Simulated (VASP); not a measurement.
Computed with PBEsol GGA, VASP's PBE PAW potentials (set 64) (plane waves; VASP).

VASP ran on this input.

### INCAR
```
SYSTEM  =  CrHgF6
PREC  =  Accurate; ENCUT  =  400; LREAL  =  .FALSE.
LASPH  =  .TRUE.
EDIFF  =  1E-6; NELM  =  100; ALGO  =  Normal
LMAXMIX  =  6
ISMEAR  =  0; SIGMA  =  0.1
GGA  =  PS
MAGMOM  =  6*0.0 3.0 0.0
ISPIN  =  2
ISIF  =  2
LWAVE  =  .FALSE.; LCHARG  =  .FALSE.; LORBIT  =  11
```

File KPOINTS:
```
Automatic mesh
0
Gamma
3 3 3
0 0 0
```

File POSCAR:
```
CrHgF6
1
    2.5705130000     1.4840860000     4.7670780000
   -2.5705130000     1.4840860000     4.7670780000
    0.0000000000    -2.9681720000     4.7670780000
F Cr Hg
6 1 1
Direct
  0.2385000000   0.6185000000   0.9285000000
  0.9285000000   0.2385000000   0.6185000000
  0.6185000000   0.9285000000   0.2385000000
  0.7615000000   0.3815000000   0.0715000000
  0.0715000000   0.7615000000   0.3815000000
  0.3815000000   0.0715000000   0.7615000000
  0.0000000000   0.0000000000   0.0000000000
  0.5000000000   0.5000000000   0.5000000000
```

POTCAR, in this order: F Cr_pv Hg (PBE.64 set). Program: vasp_std.

Output

**OSZICAR**
```
       N       E                     dE             d eps       ncg     rms          rms(c)
DAV:   1     0.616850759431E+03    0.61685E+03   -0.32240E+04   992   0.133E+03
DAV:   2    -0.421992254622E+01   -0.62107E+03   -0.58742E+03  1113   0.409E+02
DAV:   3    -0.474658638604E+02   -0.43246E+02   -0.42909E+02  1100   0.123E+02
DAV:   4    -0.480416949371E+02   -0.57583E+00   -0.57311E+00  1131   0.148E+01
DAV:   5    -0.480538331700E+02   -0.12138E-01   -0.12137E-01  1214   0.197E+00    0.349E+01
DAV:   6    -0.650438016392E+02   -0.16990E+02   -0.14850E+02  1075   0.765E+01    0.868E+01
DAV:   7    -0.379422782922E+02    0.27102E+02   -0.38049E+01  1107   0.904E+01    0.250E+01
DAV:   8    -0.387088575982E+02   -0.76658E+00   -0.31857E+00  1059   0.119E+01    0.118E+01
DAV:   9    -0.385073797591E+02    0.20148E+00   -0.31103E-01  1118   0.612E+00    0.585E+00
DAV:  10    -0.384865982885E+02    0.20781E-01   -0.17455E-01  1045   0.281E+00    0.247E+00
DAV:  11    -0.384983438039E+02   -0.11746E-01   -0.49764E-02  1111   0.873E-01    0.248E+00
DAV:  12    -0.384954075477E+02    0.29363E-02   -0.14737E-03  1080   0.267E-01    0.238E+00
DAV:  13    -0.384867460939E+02    0.86615E-02   -0.43876E-02  1053   0.900E-01    0.133E+00
DAV:  14    -0.384902192332E+02   -0.34731E-02   -0.70476E-03  1012   0.376E-01    0.109E+00
DAV:  15    -0.384899708616E+02    0.24837E-03   -0.29104E-03  1030   0.334E-01    0.543E-01
DAV:  16    -0.384898393669E+02    0.13149E-03   -0.58320E-04  1060   0.288E-01    0.263E-01
DAV:  17    -0.384897691740E+02    0.70193E-04   -0.19723E-04  1258   0.166E-01    0.137E-01
DAV:  18    -0.384897527700E+02    0.16404E-04   -0.67934E-05  1314   0.100E-01    0.421E-02
DAV:  19    -0.384897525709E+02    0.19914E-06   -0.17916E-05  1033   0.353E-02    0.163E-02
DAV:  20    -0.384897527781E+02   -0.20715E-06   -0.27189E-06   800   0.119E-02
   1 F= -.38489753E+02 E0= -.38468603E+02  d E =-.422986E-01  mag=     1.9999
```

OUTCAR:
```
------------------------ aborting loop because EDIFF is reached ----------------------------------------
  FORCE on cell =-STRESS in cart. coord.  units (eV):
  Direction    XX          YY          ZZ          XY          YZ          ZX
  --------------------------------------------------------------------------------------
  Total      -10.4248470    -10.4248418     -7.4819116     -0.0000009      0.0000000     -0.0000000
  in kB     -153.0727526   -153.0726758   -109.8602980     -0.0000130      0.0000000     -0.0000000
  external PRESSURE =    -138.6685755 kB  Pullay stress =       0.0000000 kB
  volume of cell :      109.11
      direct lattice vectors                 reciprocal lattice vectors
     2.570513000  1.484086000  4.767078000     0.194513702  0.112302566  0.069924036
    -2.570513000  1.484086000  4.767078000    -0.194513702  0.112302566  0.069924036
     0.000000000 -2.968172000  4.767078000     0.000000000 -0.224605133  0.069924036
 POSITION                                       TOTAL-FORCE (eV/Angst)
 -----------------------------------------------------------------------------------
     -0.97679     -1.48409      8.51162        -1.298460     -0.255211      0.515821
      1.77365     -0.10389      8.51162         0.870250     -0.996894      0.515821
     -0.79686      1.58797      8.51162         0.428211      1.252105      0.515821
      0.97679      1.48409      5.78962         1.298460      0.255211     -0.515821
     -1.77365      0.10389      5.78962        -0.870250      0.996894     -0.515821
      0.79686     -1.58797      5.78962        -0.428211     -1.252105     -0.515821
      0.00000      0.00000      0.00000        -0.000000     -0.000000      0.000000
      0.00000      0.00000      7.15062        -0.000000     -0.000000      0.000000
 -----------------------------------------------------------------------------------
    total drift:                               -0.000000     -0.000000      0.000000
  FREE ENERGIE OF THE ION-ELECTRON SYSTEM (eV)
  ---------------------------------------------------
  free  energy   TOTEN  =       -38.4897527781 eV

  energy  without entropy=      -38.4474541991  energy(sigma->0) =      -38.46860349

 total charge

# of ion       s       p       d       tot
------------------------------------------
    1        1.776   4.317   0.000   6.093
    2        1.776   4.317   0.000   6.093
    3        1.776   4.317   0.000   6.093
    4        1.776   4.317   0.000   6.093
    5        1.776   4.317   0.000   6.093
    6        1.776   4.317   0.000   6.093
    7        0.312   6.385   3.863  10.559
    8        0.399   0.275   9.563  10.237
--------------------------------------------------
tot         11.368  32.559  13.426  57.353

 magnetization (x)

# of ion       s       p       d       tot
------------------------------------------
    1        0.000  -0.011   0.000  -0.011
    2        0.000  -0.011   0.000  -0.011
    3        0.000  -0.011   0.000  -0.011
    4        0.000  -0.011   0.000  -0.011
    5        0.000  -0.011   0.000  -0.011
    6        0.000  -0.011   0.000  -0.011
    7        0.012   0.017   1.985   2.014
    8        0.013   0.003  -0.031  -0.015
--------------------------------------------------
tot          0.026  -0.048   1.954   1.933
```
(Selected blocks of OUTCAR.)

### OUTCAR
```
 val. band max:       -0.5694829353   @ k =   0.3333   0.3333   0.3333

 cond. band min:      -0.5492755265   @ k =  -0.3333   0.3333   0.0000


 Fermi energy:        -0.5662505992

 spin component 1

 k-point     1 :       0.0000    0.0000    0.0000
  band No.  band energies     occupation
      1     -45.3154      1.00000
      2     -45.3154      1.00000
      3     -45.2597      1.00000
      4     -23.0163      1.00000
      5     -22.4127      1.00000
      6     -22.4127      1.00000
      7     -22.2561      1.00000
      8     -22.2561      1.00000
      9     -22.2505      1.00000
     10      -7.0781      1.00000
     11      -7.0781      1.00000
     12      -6.7872      1.00000
     13      -6.0516      1.00000
     14      -6.0516      1.00000
     15      -5.9496      1.00000
     16      -5.2643      1.00000
     17      -5.2643      1.00000
     18      -4.7202      1.00000
     19      -4.4653      1.00000
     20      -4.2652      1.00000
     21      -4.2652      1.00000
     22      -4.0790      1.00000
     23      -3.7676      1.00000
     24      -3.7676      1.00000
     25      -3.3598      1.00000
     26      -3.1536      1.00000
     27      -3.1536      1.00000
     28      -2.9471      1.00000
     29      -2.9365      1.00000
     30      -2.9365      1.00000
     31      -2.2776      1.00000
     32      -2.2776      1.00000
     33      -0.7720      0.99819
     34      -0.4122      0.01470
     35      -0.4122      0.01470
     36       2.0883      0.00000
     37       2.0883      0.00000
     38       2.1091      0.00000
     39       3.9952      0.00000
     40       9.3032      0.00000
     41       9.3105      0.00000

 k-point     2 :       0.3333   -0.0000    0.0000
  band No.  band energies     occupation
      1     -45.3153      1.00000
      2     -45.3152      1.00000
      3     -45.2596      1.00000
      4     -22.8609      1.00000
      5     -22.4450      1.00000
...
```

At this cut-off the stress carries a Pulay error, which pulls relaxed volumes low. The moments were started parallel, and other spin orders were not tried in this run. Unless said otherwise, spin-orbit coupling is left out, though it shifts the bands of the heavy elements here.

The structure comes from a measured CrHgF6 entry of the Crystallography Open Database, whose conditions weren't checked. The cell was not relaxed at this level, and its volume differs by -5.9 % from the start's. The k-mesh is coarse (spacing up to 0.49 per Å, 2π included), so the numbers may not be converged in it.
